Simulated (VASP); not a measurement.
Here is the system:

```
CELL_PARAMETERS angstrom
      4.06305     0.00000     0.00000
      0.00000     4.06305     0.00000
      0.00000     0.00000     4.06305
ATOMIC_POSITIONS crystal
  Ti 0.00000 0.00000 0.00000
  Pt 0.00000 0.50000 0.50000
  Pt 0.50000 0.00000 0.50000
  Pt 0.50000 0.50000 0.00000
```

The numbers are results of vdW-DF2, VASP's PBE PAW potentials (set 64) (plane waves; VASP), not measurements. Settings: 520 eV cut-off, 9×9×9 Γ-centred mesh, tetrahedra with Blöchl corrections, potentials Ti_sv Pt.

The cores are frozen, which limits the accuracy of field gradients.

Give the principal components of the electric field gradient (V/Å²) and the asymmetry η at each nucleus.

```
atom   Vxx   Vyy    Vzz     η
----  ----  ----  -----  ----
Ti1    0.0   0.0    0.0     -
Pt2   28.9  28.9  -57.7  0.00
Pt3   28.9  28.9  -57.7  0.00
Pt4   28.9  28.9  -57.7  0.00
```

The compound is Pt3Ti in the L1_2 structure. It was relaxed first, which changed the volume by +11 %.
